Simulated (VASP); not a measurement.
Zr:

```
Zr
1.0
     3.19000    0.00000    0.00000
    -1.59500    2.76262    0.00000
     0.00000    0.00000    5.11000
Zr
2
Direct
  0.33333 0.66667 0.25000
  0.66667 0.33333 0.75000
```

The cell was built by a generator and needn't be a form met in nature.

```yaml
Program: VASP 6.6.1
Task: relaxation of cell and atoms
Functional: PBE
Potentials_or_basis: VASP PAW PBE potentials, release 64 (Zr_sv)
Cutoff: 600 eV
k_mesh: 16 × 16 × 8
Occupations: methfessel-paxton, width 0.1 eV
Spin: no spin polarisation
```

At the start: pressure 3.8 GPa; volume 22.52 Å³/atom.

Task: How do energy, volume and symmetry change on relaxing?

Result: Over 13 steps the energy falls by 10.0 meV/atom and the volume is 23.38 Å³/atom (+3.9 %); space group P6_3/mmc (No. 194, to 0.05 Å).

Step by step:
```csv
step,energy change (eV),largest force (eV/Å),pressure (GPa),volume (Å³)
1,0.0000,0.0000,3.83,45.03
2,0.0011,0.0000,-3.49,48.63
3,-0.0199,0.0000,-0.01,46.77
4,-0.0199,0.0000,0.05,46.73
5,-0.0200,0.0000,0.05,46.74
6,-0.0200,0.0000,0.05,46.74
7,-0.0200,0.0000,0.05,46.74
8,-0.0200,0.0000,0.05,46.74
9,-0.0200,0.0000,0.05,46.74
10,-0.0200,0.0000,0.05,46.74
11,-0.0200,0.0000,0.05,46.74
12,-0.0200,0.0000,-0.06,46.79
13,-0.0200,0.0000,-0.01,46.77
```

Final structure:
```
Zr
1.0
     3.23405    0.00000    0.00000
    -1.61703    2.80077    0.00000
     0.00000    0.00000    5.16315
Zr
2
Direct
  0.33333 0.66667 0.25000
  0.66667 0.33333 0.75000
```
